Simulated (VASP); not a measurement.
# BaLiC: phonons from a supercell

How does the lattice of BaLiC vibrate? The cell is invented: it takes the structure of a Materials Project entry for BaLiSi (space group 187 there), with some of its atoms replaced by other elements, volume scaled by an estimate. It may not be a known or stable phase.

Calculated with VASP 6.6.1; PBE; plane waves and PAW (Ba_sv, C, Li); invented cell.

**1. The structure**

Symmetry: P-6m2, No. 187, hexagonal system. Conventional cell: a = 5.012 Å, b = 5.012 Å, c = 3.957 Å, α = 90.00°, β = 90.00°, γ = 120.00°. Nearest to Ba lie 6 Li at 3.51 Å and 6 C at 3.51 Å. Nearest to C lie 3 Li at 2.89 Å and 6 Ba at 3.51 Å. Nearest to Li lie 3 C at 2.89 Å and 6 Ba at 3.51 Å. It derives from BaLiSi. It takes the structure of a Materials Project entry for BaLiSi (space group 187 there), with some of its atoms replaced by other elements, volume scaled by an estimate. Farther neighbours are not listed.

Coordinates:

```cif
data_structure
_symmetry_space_group_name_H-M 'P 1'
_symmetry_Int_Tables_number 1
_cell_length_a 5.0122
_cell_length_b 5.0122
_cell_length_c 3.9568
_cell_angle_alpha 90.000
_cell_angle_beta 90.000
_cell_angle_gamma 120.000
_cell_volume 86.09
loop_
_atom_site_label
_atom_site_type_symbol
_atom_site_fract_x
_atom_site_fract_y
_atom_site_fract_z
_atom_site_occupancy
Ba1 Ba 0.66667 0.33333 0.00000 1
C2 C 0.33333 0.66667 0.50000 1
Li3 Li 0.00000 0.00000 0.50000 1
```

**2. Relax the host**

First cell and atoms are relaxed at a raised cutoff, so that later runs start from this functional's own cell.

INCAR reads:

```
SYSTEM = BaLiC
PREC = Accurate
ENCUT = 520
EDIFF = 1E-06
NELM = 120
ISMEAR = 0
SIGMA = 0.05
LREAL = .FALSE.
ALGO = Normal
GGA = PE
NBANDS = 13
LORBIT = 11
LWAVE = .FALSE.
LCHARG = .FALSE.
KPAR = 4
IBRION = 2
NSW = 40
ISIF = 3
EDIFFG = -0.02
POTIM = 0.4
```

POSCAR reads:

```
BaLiC
1.0
    5.0121600000      0.0000000000      0.0000000000
   -2.5060800000      4.3406580000      0.0000000000
    0.0000000000      0.0000000000      3.9568470000
Ba C Li
1 1 1
Direct
    0.6666666700      0.3333333300      0.0000000000
    0.3333333300      0.6666666700      0.5000000000
    0.0000000000      0.0000000000      0.5000000000
```

KPOINTS reads:

```
Automatic mesh
0
Gamma
5 5 5
0 0 0
```

PAW data sets: Ba_sv, C and Li (PBE family, release 64).

On the command line:

```sh
$ mpirun -np 4 vasp_std
```

Output:

```text
[banner, memory and clock lines left out]
running    4 mpi-ranks, on    1 nodes
 distrk:  each k-point on    1 cores,    4 groups
 distr:  one band on    1 cores,    1 groups

 POSCAR found type information on POSCAR BaC Li
 POSCAR found :  3 types and       3 ions
 LDA part: xc-table for (Slater+PW92), standard interpolation
 POSCAR, INCAR and KPOINTS ok, starting setup
 FFT: planning ... GRIDC
 FFT: planning ... GRID_SOFT
 FFT: planning ... GRID
 WAVECAR not read
 entering main loop
       N       E                     dE             d eps       ncg     rms          rms(c)
DAV:   1     0.808248051583E+02    0.80825E+02   -0.57375E+03   390   0.903E+02
DAV:   2    -0.370541361916E+01   -0.84530E+02   -0.79528E+02   506   0.167E+02
DAV:   3    -0.103016023150E+02   -0.65962E+01   -0.65009E+01   562   0.529E+01
DAV:   4    -0.105934766408E+02   -0.29187E+00   -0.29172E+00   560   0.832E+00
DAV:   5    -0.105961357462E+02   -0.26591E-02   -0.26587E-02   544   0.897E-01    0.541E+00
DAV:   6    -0.971709765025E+01    0.87904E+00   -0.51747E+00   483   0.900E+00    0.363E+00
DAV:   7    -0.953829627435E+01    0.17880E+00   -0.71462E-01   481   0.378E+00    0.139E+00
DAV:   8    -0.952305515793E+01    0.15241E-01   -0.18799E-01   476   0.244E+00    0.475E-01
DAV:   9    -0.951635644177E+01    0.66987E-02   -0.19670E-02   598   0.725E-01    0.161E-01
DAV:  10    -0.951685227822E+01   -0.49584E-03   -0.19221E-03   430   0.260E-01    0.430E-02
DAV:  11    -0.951684029594E+01    0.11982E-04   -0.23363E-04   591   0.943E-02    0.197E-02
DAV:  12    -0.951683764131E+01    0.26546E-05   -0.16829E-05   503   0.242E-02    0.899E-03
DAV:  13    -0.951683803672E+01   -0.39541E-06   -0.34018E-06   483   0.116E-02
   1 F= -.95168380E+01 E0= -.95162479E+01  d E =-.951684E+01
 curvature:   0.00 expect dE= 0.000E+00 dE for cont linesearch  0.000E+00
 trial: gam= 0.00000 g(F)=  0.202E-44 g(S)=  0.653E+00 ort = 0.000E+00 (trialstep = 0.100E+01)
 search vector abs. value=  0.653E+00
 bond charge predicted
       N       E                     dE             d eps       ncg     rms          rms(c)
DAV:   1    -0.117385724242E+02   -0.22217E+01   -0.50187E+01   405   0.509E+01    0.637E+00
DAV:   2    -0.104266715519E+02    0.13119E+01   -0.24491E+00   435   0.112E+01    0.264E+00
DAV:   3    -0.101105427681E+02    0.31613E+00   -0.97239E-01   585   0.590E+00    0.919E-01
DAV:   4    -0.100914842797E+02    0.19058E-01   -0.15607E-01   600   0.248E+00    0.437E-01
DAV:   5    -0.101010712578E+02   -0.95870E-02   -0.68497E-03   559   0.577E-01    0.125E-01
DAV:   6    -0.101021859867E+02   -0.11147E-02   -0.25767E-03   609   0.300E-01    0.597E-02
DAV:   7    -0.101022496883E+02   -0.63702E-04   -0.19075E-04   514   0.125E-01    0.138E-02
DAV:   8    -0.101022524717E+02   -0.27833E-05   -0.13601E-05   480   0.360E-02    0.420E-03
DAV:   9    -0.101022530176E+02   -0.54597E-06   -0.33136E-06   420   0.185E-02
   2 F= -.10102253E+02 E0= -.10101403E+02  d E =-.585415E+00
[...]
3 F= -.10456837E+02 E0= -.10454422E+02  d E =-.939999E+00
[...]
4 F= -.10025487E+02 E0= -.10022028E+02  d E =-.508649E+00
[...]
5 F= -.10519492E+02 E0= -.10517440E+02  d E =-.100265E+01
[...]
6 F= -.10520197E+02 E0= -.10518070E+02  d E =-.100336E+01
[...]
7 F= -.10536461E+02 E0= -.10534785E+02  d E =-.162641E-01
[...]
8 F= -.10545995E+02 E0= -.10543822E+02  d E =-.257984E-01
 curvature:  -1.76 expect dE=-0.217E-03 dE for cont linesearch -0.206E-03
 ZBRENT: extrapolating
 opt :   3.3679  next Energy=   -10.546187 (dE=-0.260E-01)
 bond charge predicted
       N       E                     dE             d eps       ncg     rms          rms(c)
DAV:   1    -0.105468870279E+02   -0.89217E-03   -0.54294E-02   395   0.162E+00    0.126E-01
DAV:   2    -0.105464532281E+02    0.43380E-03   -0.96336E-04   480   0.208E-01    0.714E-02
DAV:   3    -0.105462537629E+02    0.19947E-03   -0.61299E-04   490   0.168E-01    0.145E-02
DAV:   4    -0.105462542377E+02   -0.47479E-06   -0.22421E-05   435   0.294E-02    0.102E-02
DAV:   5    -0.105462538010E+02    0.43666E-06   -0.21660E-06   449   0.108E-02
   9 F= -.10546254E+02 E0= -.10543870E+02  d E =-.260570E-01
 curvature:  -1.64 expect dE=-0.101E-03 dE for cont linesearch -0.310E-04
 trial: gam=-0.02276 g(F)=  0.447E-44 g(S)=  0.613E-04 ort = 0.540E-03 (trialstep = 0.171E+01)
 search vector abs. value=  0.447E-04
 reached required accuracy - stopping structural energy minimisation
```

It took 50 s on 4 MPI ranks of AMD EPYC 7R43, shared host; peak memory 0.79 GiB; 3.3 min of CPU time.

Lines that name or quote the potential files are left out of all logs, and their timing lines are given in words.

OUTCAR, selected parts (step 2):

```text
ion  position               nearest neighbor table
   1  0.667  0.333  0.000-   3 3.51   3 3.51   3 3.51   3 3.51   3 3.51   3 3.51
   2  0.333  0.667  0.500-
   3  0.000  0.000  0.500-   1 3.51   1 3.51   1 3.51   1 3.51   1 3.51   1 3.51

  LATTYP: Found a hexagonal cell.
 ALAT       =     5.0121600000
 C/A-ratio  =     0.7894494589

 Subroutine GETGRP returns: Found 12 space group operations
 (whereof 12 operations were pure point group operations)

The static configuration has the point symmetry D_3h.

 Found     15 irreducible k-points:

   k-points           NKPTS =     15   k-points in BZ     NKDIM =     15   number of bands    NBANDS=     13

   dimension x,y,z NGX =    40 NGY =   40 NGZ =   30
   dimension x,y,z NGXF=    80 NGYF=   80 NGZF=   60

   ENCUT  =  520.0 eV  38.22 Ry    6.18 a.u.   9.32  9.32  7.36*2*pi/ulx,y,z

   NELECT =      15.0000    total number of electrons

 k-points in reciprocal lattice and weights: Automatic mesh
   0.00000000  0.00000000  0.00000000       0.008
   0.20000000  0.00000000  0.00000000       0.048
   0.40000000  0.00000000  0.00000000       0.048
   0.20000000  0.20000000  0.00000000       0.048
   0.40000000  0.20000000  0.00000000       0.048
   0.00000000  0.00000000  0.20000000       0.016
   0.20000000  0.00000000  0.20000000       0.096
   0.40000000  0.00000000  0.20000000       0.096
   0.20000000  0.20000000  0.20000000       0.096
[...]
0.20000000  0.20000000  0.40000000       0.096
   0.40000000  0.20000000  0.40000000       0.096

 average (electrostatic) potential at core
       1 -36.6993       2 -51.3272       3 -27.5032

 E-fermi :   2.4848

 k-point     1 :       0.0000    0.0000    0.0000
  band No.  band energies     occupation
    ...
      3      -9.6639      2.00000
      4      -9.5968      2.00000
      5      -5.7370      2.00000
      6       2.2206      2.00000
      7       2.2206      2.00000
      8       3.3666      0.00000
      9       3.4116      0.00000
     10       5.1482      0.00000
     11       7.2862      0.00000
     12       7.2862      0.00000
    ...

 k-point     2 :       0.2000    0.0000    0.0000
  band No.  band energies     occupation
    ...
      3      -9.7317      2.00000
      4      -9.5521      2.00000
      5      -5.4391      2.00000
      6       1.5482      2.00000
      7       2.4333      1.85493
      8       3.0763      0.00000
      9       3.8842      0.00000
     10       6.0319      0.00000
     11       6.7520      0.00000
     12       7.4656      0.00000
    ...

 k-point     3 :       0.4000    0.0000    0.0000
  band No.  band energies     occupation
    ...
      2     -10.4987      2.00000
      3      -9.8375      2.00000
      4      -9.4780      2.00000
      5      -5.0448      2.00000
      6       0.9589      2.00000
      7       2.6173      0.00018
      8       2.6940      0.00000
      9       3.7930      0.00000
     10       7.2219      0.00000
     11       7.3134      0.00000
    ...

  Total       -0.0473405     -0.0473405      0.0168250      0.0000000      0.0000000     -0.0000000
  in kB       -1.2702725     -1.2702725      0.4514598      0.0000000      0.0000000     -0.0000000
  external PRESSURE =      -0.6963617 kB  Pullay stress =       0.0000000 kB

  energy-cutoff  :      520.00
  volume of cell :       59.71
      direct lattice vectors                 reciprocal lattice vectors
     4.174886201  0.000000000  0.000000000     0.239527487  0.138291257  0.000000000
    -2.087443101  3.615557565  0.000000000     0.000000000  0.276582514  0.000000000
     0.000000000 -0.000000000  3.955731424     0.000000000 -0.000000000  0.252797749

 POSITION                                       TOTAL-FORCE (eV/Angst)
 -----------------------------------------------------------------------------------
      2.08744      1.20519      3.95573        -0.000000      0.000000      0.000000
     -0.00000      2.41037      1.97787         0.000000     -0.000000      0.000000
     -2.08744      3.61556      1.97787         0.000000      0.000000      0.000000
 -----------------------------------------------------------------------------------
    total drift:                               -0.000005      0.000003      0.000000

  FREE ENERGIE OF THE ION-ELECTRON SYSTEM (eV)
  ---------------------------------------------------
  free  energy   TOTEN  =       -10.5462538010 eV

  energy  without entropy=      -10.5414852295  energy(sigma->0) =      -10.54386952

 reached required accuracy - stopping structural energy minimisation

 total charge
# of ion       s       p       d       tot
------------------------------------------
    1        2.040   5.564   0.417   8.021
    2        0.902   1.231   0.000   2.133
    3        0.134   0.174   0.000   0.309
--------------------------------------------------
tot          3.076   6.970   0.417  10.463

[... 3 further parts left out ...]
```

CONTCAR:

```
BaLiC
   1.00000000000000
     4.1748862010755738    0.0000000000000000    0.0000000000000000
    -2.0874431005377869    3.6155575648336398    0.0000000000000000
     0.0000000000000000   -0.0000000000000000    3.9557314242550863
  Ba              C               Li
     1     1     1
Direct
     0.6666666699999979    0.3333333300000021    1.0000000000000000
     0.3333333300000021    0.6666666699999979    0.5000000000000000
     0.0000000000000000    1.0000000000000000    0.5000000000000000
```

This run has no spin polarisation. Its electron count is odd, so without a moment it is a metal by construction. The k-mesh is coarse for a metal. Harder data sets than Ba_sv exist (the GW ones), and pressures, volumes and forces can shift noticeably with them. After so large a change of volume the plane waves of the start cell no longer fit, so the final stress carries a basis-set error. The run keeps the 12 symmetry operations of its start, so it cannot find a distortion of lower symmetry.

Relaxation path:

```csv
step,energy less that of the first step (eV),largest force (eV/Å),pressure (GPa),volume (Å³)
1,0.0000,0.0000,-6.98,86.09
2,-0.5854,0.0000,-5.75,74.16
3,-0.9400,0.0000,-2.50,63.79
4,-0.5086,0.0000,15.11,45.76
5,-1.0027,0.0000,0.37,58.94
6,-1.0034,0.0000,0.71,58.46
7,-1.0196,0.0000,0.41,58.95
8,-1.0292,0.0000,0.01,59.61
9,-1.0294,0.0000,-0.07,59.71
```

```csv
cell as run,before,after,change
a (Å),5.012,4.175,-16.7 %
b (Å),5.012,4.175,-16.7 %
c (Å),3.957,3.956,-0.0 %
volume (Å³/atom),28.70,19.90,-30.6 %
```

The relaxed structure:

```xyz
3
Lattice="4.1749 0.0000 0.0000 -2.0874 3.6156 0.0000 0.0000 0.0000 3.9557" Properties=species:S:1:pos:R:3 pbc="T T T"
Ba    2.0874    1.2052    0.0000
C     0.0000    2.4104    1.9779
Li    0.0000    0.0000    1.9779
```

This step gave:

- electronic cycles: 78
- electrons: 15
- free energy (TOTEN): -10.55 eV
- energy at zero smearing: -10.54 eV
- Fermi energy: 2.485 eV
- pressure: -0.06964 GPa
- labelled metallic, from the levels on this mesh: yes

The run ended after 9 ionic steps, 1.029 eV below its first step, once forces and stress met EDIFFG = -0.02.

**3. Relax the host again, on a new basis**

The volume changed by more than 5 %, so the plane waves of the start no longer fit; a second relaxation removes that error.

INCAR, as its differences from that of step 2:

```diff
@@ -16,3 +16,3 @@
 IBRION = 2
-NSW = 40
+NSW = 30
 ISIF = 3
```

POSCAR reads:

```
BaLiC
1.0
    4.1748862011      0.0000000000      0.0000000000
   -2.0874431005      3.6155575648      0.0000000000
    0.0000000000      0.0000000000      3.9557314243
Ba C Li
1 1 1
Direct
    0.6666666700      0.3333333300      0.0000000000
    0.3333333300      0.6666666700      0.5000000000
    0.0000000000      0.0000000000      0.5000000000
```

KPOINTS is that of step 2.

On the command line:

```sh
$ mpirun -np 4 vasp_std
```

Output:

```text
[... set-up lines as in an earlier step ...]
 entering main loop
       N       E                     dE             d eps       ncg     rms          rms(c)
DAV:   1     0.689359572423E+02    0.68936E+02   -0.61915E+03   390   0.944E+02
DAV:   2    -0.746121408444E+01   -0.76397E+02   -0.70785E+02   520   0.175E+02
DAV:   3    -0.118381755267E+02   -0.43770E+01   -0.43255E+01   542   0.447E+01
DAV:   4    -0.119741192359E+02   -0.13594E+00   -0.13585E+00   521   0.602E+00
DAV:   5    -0.119754352493E+02   -0.13160E-02   -0.13159E-02   544   0.657E-01    0.648E+00
DAV:   6    -0.106092816835E+02    0.13662E+01   -0.46598E+00   478   0.116E+01    0.406E+00
DAV:   7    -0.105596678072E+02    0.49614E-01   -0.43252E-01   481   0.375E+00    0.165E+00
DAV:   8    -0.105438195981E+02    0.15848E-01   -0.80870E-02   483   0.177E+00    0.478E-01
DAV:   9    -0.105416538547E+02    0.21657E-02   -0.83705E-03   593   0.618E-01    0.180E-01
DAV:  10    -0.105419506947E+02   -0.29684E-03   -0.11555E-03   450   0.231E-01    0.528E-02
DAV:  11    -0.105420254073E+02   -0.74713E-04   -0.13529E-04   517   0.791E-02    0.231E-02
DAV:  12    -0.105420212552E+02    0.41521E-05   -0.16769E-05   498   0.292E-02    0.365E-03
DAV:  13    -0.105420215792E+02   -0.32402E-06   -0.23008E-06   473   0.103E-02
   1 F= -.10542022E+02 E0= -.10539633E+02  d E =-.105420E+02
 curvature:   0.00 expect dE= 0.000E+00 dE for cont linesearch  0.000E+00
 trial: gam= 0.00000 g(F)=  0.261E-44 g(S)=  0.421E-04 ort = 0.000E+00 (trialstep = 0.100E+01)
 search vector abs. value=  0.421E-04
 reached required accuracy - stopping structural energy minimisation
```

The job ended after 5.4 s (4 MPI ranks; peak memory 0.58 GiB).

Parts of OUTCAR (step 3):

```text
  LATTYP: Found a hexagonal cell.
 ALAT       =     4.1748862011
 C/A-ratio  =     0.9475064071

The static configuration has the point symmetry D_3h.

 Found     15 irreducible k-points:

   dimension x,y,z NGX =    32 NGY =   32 NGZ =   30
   dimension x,y,z NGXF=    64 NGYF=   64 NGZF=   60

   ENCUT  =  520.0 eV  38.22 Ry    6.18 a.u.   7.76  7.76  7.36*2*pi/ulx,y,z

   NELECT =      15.0000    total number of electrons

 E-fermi :   2.4850

 k-point     1 :       0.0000    0.0000    0.0000
  band No.  band energies     occupation
    ...
      3      -9.6630      2.00000
      4      -9.5962      2.00000
      5      -5.7369      2.00000
      6       2.2209      2.00000
      7       2.2209      2.00000
      8       3.3666      0.00000
      9       3.4115      0.00000
     10       5.1480      0.00000
     11       7.2864      0.00000
     12       7.2864      0.00000
    ...

 k-point     2 :       0.2000    0.0000    0.0000
  band No.  band energies     occupation
    ...
      3      -9.7309      2.00000
      4      -9.5514      2.00000
      5      -5.4388      2.00000
      6       1.5484      2.00000
      7       2.4336      1.85385
      8       3.0763      0.00000
      9       3.8844      0.00000
     10       6.0318      0.00000
     11       6.7522      0.00000
     12       7.4659      0.00000
    ...

  Total       -0.0358071     -0.0358071      0.0265858     -0.0000000      0.0000000     -0.0000000
  in kB       -0.9608008     -0.9608009      0.7133674     -0.0000000      0.0000000     -0.0000000
  external PRESSURE =      -0.4027448 kB  Pullay stress =       0.0000000 kB

  energy-cutoff  :      520.00
  volume of cell :       59.71
      direct lattice vectors                 reciprocal lattice vectors
     4.174886201  0.000000000  0.000000000     0.239527487  0.138291257  0.000000000
    -2.087443100  3.615557565  0.000000000     0.000000000  0.276582514  0.000000000
     0.000000000  0.000000000  3.955731424     0.000000000  0.000000000  0.252797749

 POSITION                                       TOTAL-FORCE (eV/Angst)
 -----------------------------------------------------------------------------------
      2.08744      1.20519      0.00000        -0.000000      0.000000      0.000000
     -0.00000      2.41037      1.97787         0.000000      0.000000      0.000000
      0.00000      0.00000      1.97787         0.000000      0.000000      0.000000
 -----------------------------------------------------------------------------------
    total drift:                               -0.000005      0.000003      0.000000

  FREE ENERGIE OF THE ION-ELECTRON SYSTEM (eV)
  ---------------------------------------------------
  free  energy   TOTEN  =       -10.5420215792 eV

  energy  without entropy=      -10.5372448673  energy(sigma->0) =      -10.53963322

 total charge
# of ion       s       p       d       tot
------------------------------------------
    1        2.040   5.564   0.417   8.021
    2        0.904   1.231   0.000   2.135
    3        0.134   0.174   0.000   0.309
--------------------------------------------------
tot          3.078   6.970   0.417  10.465

[... 3 parts as in an earlier step ...]

[... 7 further parts left out ...]
```

CONTCAR:

```
BaLiC
   1.00000000000000
     4.1748862010999996    0.0000000000000000    0.0000000000000000
    -2.0874431004999998    3.6155575648000000    0.0000000000000000
     0.0000000000000000    0.0000000000000000    3.9557314243000001
  Ba              C               Li
     1     1     1
Direct
     0.6666666699999979    0.3333333300000021    0.0000000000000000
     0.3333333300000021    0.6666666699999979    0.5000000000000000
     0.0000000000000000    0.0000000000000000    0.5000000000000000
```

Little changed from the start: no atom moved by 0.005 Å and no cell edge by 0.1 %.

This step gave:

```yaml
electronic_cycles: 13
free_energy_toten: -10.54 eV
pressure: -0.04027 GPa
```

The start already met the threshold, so nothing moved.

(Continued in part 2 of 4.)

[Lines on the potential files, build, host, timing and source positions are cut from VASP's logs without a mark.]

[Logs are printed without paths, hosts, clocks, repeated set-up lines and the standing remarks that a program may print on its own settings, such as how far it seeks lower states.]

[Hosts, paths, dates, database ids (printed as entryN), source tags and the programs' standing remarks are cut or masked in the printed files.]

[Runs that stopped without an error message from VASP are left out.]
